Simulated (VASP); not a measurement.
All values below come from rev-vdW-DF2, VASP's PBE PAW potentials (set 64) (plane waves; VASP).

VASP input:

**INCAR**
```
! general
SYSTEM   = PbO
PREC     = Accurate
ENCUT    = 520   ! plane-wave cut-off (eV)
LREAL    = F   ! projection in real space or not
LASPH    = T   ! aspherical one-centre terms

! electronic loop
EDIFF    = 1E-7   ! SCF stop (eV)
NELM     = 100
ALGO     = Normal
LMAXMIX  = 4   ! l cut-off of mixed one-centre charges

! smearing
ISMEAR   = 0   ! Gaussian
SIGMA    = 0.05   ! width (eV)

! functional
GGA      = MK
LUSE_VDW = T
AGGAC    = 0.0
PARAM1   = 0.1234568
PARAM2   = 0.7114
ZAB_VDW  = -1.8867

! ions
IBRION   = 2   ! conjugate gradients
NSW      = 30
ISIF     = 4
EDIFFG   = -0.01   ! ionic stop

! output
LWAVE    = F
LCHARG   = F
```

File KPOINTS:
```
Regular mesh
0
G
6 6 5
0 0 0
```

**POSCAR**
```
PbO
1
    4.0720878107     0.0000000000     0.0000000000
    0.0000000000     4.0720878107     0.0000000000
    0.0000000000     0.0000000000     5.0936696524
Pb O
2 2
Direct
  0.5000000000   0.0000000000   0.7640249564
  0.0000000000   0.5000000000   0.2359750436
  0.5000000000   0.5000000000   0.0000000000
  0.0000000000   0.0000000000   0.0000000000
```

POTCAR, in this order: Pb_d O (PBE.64 set). Program: vasp_std.

Output of the run:

### OSZICAR
```
       N       E                     dE             d eps       ncg     rms          rms(c)
DAV:   1     0.458074188700E+03    0.45807E+03   -0.20359E+04  1440   0.195E+03
DAV:   2     0.424199940839E+02   -0.41565E+03   -0.40857E+03  1504   0.489E+02
DAV:   3    -0.160331018057E+02   -0.58453E+02   -0.56355E+02  2024   0.191E+02
DAV:   4    -0.179792392689E+02   -0.19461E+01   -0.19454E+01  1520   0.408E+01
DAV:   5    -0.180513776336E+02   -0.72138E-01   -0.72129E-01  2080   0.759E+00    0.125E+01
DAV:   6    -0.135164715694E+02    0.45349E+01   -0.38833E+01  2296   0.454E+01    0.597E+00
DAV:   7    -0.132472848796E+02    0.26919E+00   -0.40206E+00  1920   0.150E+01    0.255E+00
DAV:   8    -0.132341425350E+02    0.13142E-01   -0.88732E-01  1776   0.660E+00    0.121E+00
DAV:   9    -0.132067282746E+02    0.27414E-01   -0.15015E-01  2232   0.328E+00    0.313E-01
DAV:  10    -0.132083249761E+02   -0.15967E-02   -0.19866E-02  1544   0.868E-01    0.558E-02
DAV:  11    -0.132084279945E+02   -0.10302E-03   -0.19609E-03  2544   0.337E-01    0.949E-02
DAV:  12    -0.132083008642E+02    0.12713E-03   -0.44191E-04  2136   0.241E-01    0.329E-02
DAV:  13    -0.132082935943E+02    0.72699E-05   -0.61151E-05  1800   0.513E-02    0.994E-03
DAV:  14    -0.132082925524E+02    0.10419E-05   -0.25350E-06  2056   0.139E-02    0.469E-03
DAV:  15    -0.132082916490E+02    0.90343E-06   -0.21703E-06  2080   0.189E-02    0.558E-04
DAV:  16    -0.132082917556E+02   -0.10659E-06   -0.16302E-07  1352   0.349E-03    0.238E-04
DAV:  17    -0.132082917799E+02   -0.24294E-07   -0.10504E-08   936   0.109E-03
   1 F= -.13208292E+02 E0= -.13208292E+02  d E =-.132083E+02
       N       E                     dE             d eps       ncg     rms          rms(c)
DAV:   1    -0.132035713168E+02    0.47204E-02   -0.43316E+00  1744   0.118E+01    0.240E-01
DAV:   2    -0.132172781311E+02   -0.13707E-01   -0.14405E-01  2128   0.384E+00    0.121E-01
DAV:   3    -0.132170144155E+02    0.26372E-03   -0.11404E-03  1992   0.441E-01    0.765E-02
DAV:   4    -0.132168622093E+02    0.15221E-03   -0.58116E-04  2096   0.444E-01    0.186E-02
DAV:   5    -0.132168656224E+02   -0.34131E-05   -0.12225E-04  2240   0.129E-01    0.935E-03
DAV:   6    -0.132168640543E+02    0.15682E-05   -0.11956E-05  2064   0.552E-02    0.448E-03
DAV:   7    -0.132168640966E+02   -0.42318E-07   -0.19310E-06  2120   0.113E-02    0.191E-03
DAV:   8    -0.132168642554E+02   -0.15878E-06   -0.18540E-07  1264   0.457E-03    0.368E-04
DAV:   9    -0.132168642910E+02   -0.35636E-07   -0.33004E-08   840   0.373E-03
   2 F= -.13216864E+02 E0= -.13216864E+02  d E =-.857251E-02
       N       E                     dE             d eps       ncg     rms          rms(c)
DAV:   1    -0.132147967864E+02    0.20675E-02   -0.11959E+00  1752   0.617E+00    0.121E-01
DAV:   2    -0.132181602849E+02   -0.33635E-02   -0.35609E-02  2128   0.201E+00    0.615E-02
DAV:   3    -0.132180894105E+02    0.70874E-04   -0.27638E-04  2008   0.222E-01    0.374E-02
DAV:   4    -0.132180551023E+02    0.34308E-04   -0.12726E-04  2136   0.201E-01    0.919E-03
DAV:   5    -0.132180556933E+02   -0.59104E-06   -0.28215E-05  2248   0.628E-02    0.452E-03
DAV:   6    -0.132180552487E+02    0.44466E-06   -0.27703E-06  2048   0.259E-02    0.213E-03
DAV:   7    -0.132180552785E+02   -0.29854E-07   -0.41675E-07  1360   0.579E-03
   3 F= -.13218055E+02 E0= -.13218055E+02  d E =-.976350E-02
       N       E                     dE             d eps       ncg     rms          rms(c)
DAV:   1    -0.132231191888E+02   -0.50639E-02   -0.30862E-01  1528   0.473E+00    0.367E-01
DAV:   2    -0.132208753376E+02    0.22439E-02   -0.11430E-02  2264   0.131E+00    0.226E-01
DAV:   3    -0.132195118389E+02    0.13635E-02   -0.14955E-03  1912   0.575E-01    0.605E-02
DAV:   4    -0.132194330491E+02    0.78790E-04   -0.42134E-04  2208   0.214E-01    0.117E-02
DAV:   5    -0.132194338011E+02   -0.75194E-06   -0.47800E-05  1624   0.664E-02    0.465E-03
DAV:   6    -0.132194336152E+02    0.18585E-06   -0.24791E-06  2264   0.240E-02    0.235E-03
DAV:   7    -0.132194337414E+02   -0.12613E-06   -0.51714E-07  1568   0.600E-03    0.904E-04
DAV:   8    -0.132194337367E+02    0.47066E-08   -0.63933E-08   888   0.250E-03
   4 F= -.13219434E+02 E0= -.13219434E+02  d E =-.137846E-02
       N       E                     dE             d eps       ncg     rms          rms(c)
DAV:   1    -0.132389610848E+02   -0.19527E-01   -0.14979E+00  1528   0.104E+01    0.808E-01
DAV:   2    -0.132279700341E+02    0.10991E-01   -0.54218E-02  2144   0.274E+00    0.495E-01
DAV:   3    -0.132213495157E+02    0.66205E-02   -0.71775E-03  1912   0.122E+00    0.127E-01
DAV:   4    -0.132210066366E+02    0.34288E-03   -0.18208E-03  2192   0.452E-01    0.251E-02
DAV:   5    -0.132210119623E+02   -0.53256E-05   -0.21410E-04  1584   0.142E-01    0.930E-03
DAV:   6    -0.132210106247E+02    0.13376E-05   -0.11892E-05  2312   0.508E-02    0.509E-03
DAV:   7    -0.132210112318E+02   -0.60712E-06   -0.22283E-06  1568   0.132E-02    0.190E-03
DAV:   8    -0.132210112204E+02    0.11396E-07   -0.29192E-07  1288   0.493E-03
   5 F= -.13221011E+02 E0= -.13221011E+02  d E =-.295594E-02
       N       E                     dE             d eps       ncg     rms          rms(c)
DAV:   1    -0.132222530845E+02   -0.12419E-02   -0.98314E-02  1520   0.268E+00    0.207E-01
DAV:   2    -0.132215424905E+02    0.71059E-03   -0.36325E-03  2288   0.751E-01    0.127E-01
DAV:   3    -0.132211072212E+02    0.43527E-03   -0.48673E-04  1944   0.325E-01    0.329E-02
DAV:   4    -0.132210852564E+02    0.21965E-04   -0.13184E-04  2208   0.116E-01    0.653E-03
DAV:   5    -0.132210853341E+02   -0.77665E-07   -0.13820E-05  1680   0.348E-02    0.258E-03
DAV:   6    -0.132210852823E+02    0.51808E-07   -0.67425E-07  1968   0.128E-02
   6 F= -.13221085E+02 E0= -.13221085E+02  d E =-.303000E-02
```

File OUTCAR:
```
------------------------ aborting loop because EDIFF is reached ----------------------------------------
  FORCE on cell =-STRESS in cart. coord.  units (eV):
  Direction    XX          YY          ZZ          XY          YZ          ZX
  --------------------------------------------------------------------------------------
  Total       -0.2651491     -0.2651491     -0.2586231      0.0000000     -0.0000000      0.0000000
  in kB       -5.0296269     -5.0296269     -4.9058339      0.0000000     -0.0000000      0.0000000
  external PRESSURE =      -4.9883626 kB  Pullay stress =       0.0000000 kB
  volume of cell :       84.46
      direct lattice vectors                 reciprocal lattice vectors
     4.037707943  0.000000000  0.000000000     0.247665263  0.000000000  0.000000000
     0.000000000  4.037707943 -0.000000000     0.000000000  0.247665263  0.000000000
     0.000000000 -0.000000000  5.180781072     0.000000000  0.000000000  0.193021088
 POSITION                                       TOTAL-FORCE (eV/Angst)
 -----------------------------------------------------------------------------------
      2.01885     -0.00000      3.98940         0.000000      0.000000     -0.005299
      4.03771      2.01885      1.19138        -0.000000     -0.000000      0.005299
      2.01885      2.01885      0.00000        -0.000000     -0.000000      0.000000
      0.00000      0.00000      0.00000        -0.000000      0.000000      0.000000
 -----------------------------------------------------------------------------------
    total drift:                                0.000000     -0.000000     -0.000000
  FREE ENERGIE OF THE ION-ELECTRON SYSTEM (eV)
  ---------------------------------------------------
  free  energy   TOTEN  =       -13.2210852823 eV

  energy  without entropy=      -13.2210852823  energy(sigma->0) =      -13.22108528

 reached required accuracy - stopping structural energy minimisation
```
(Selected blocks of OUTCAR.)

File CONTCAR:
```
PbO
   1.00000000000000
     4.0377079427575984    0.0000000000000000    0.0000000000000000
     0.0000000000000000    4.0377079427575984   -0.0000000000000000
     0.0000000000000000   -0.0000000000000000    5.1807810721525254
  Pb              O
     2     2
Direct
     0.5000000000000000    0.0000000000000000    0.7700388263570691
     1.0000000000000000    0.5000000000000000    0.2299611736429308
     0.5000000000000000    0.5000000000000000    0.0000000000000000
     0.0000000000000000    0.0000000000000000    0.0000000000000000
```

The compound is PbO in the litharge structure. This cell is one point of a volume scan, at 1.03 of the reference volume. Symmetry was kept, so distortions that lower it aren't found.
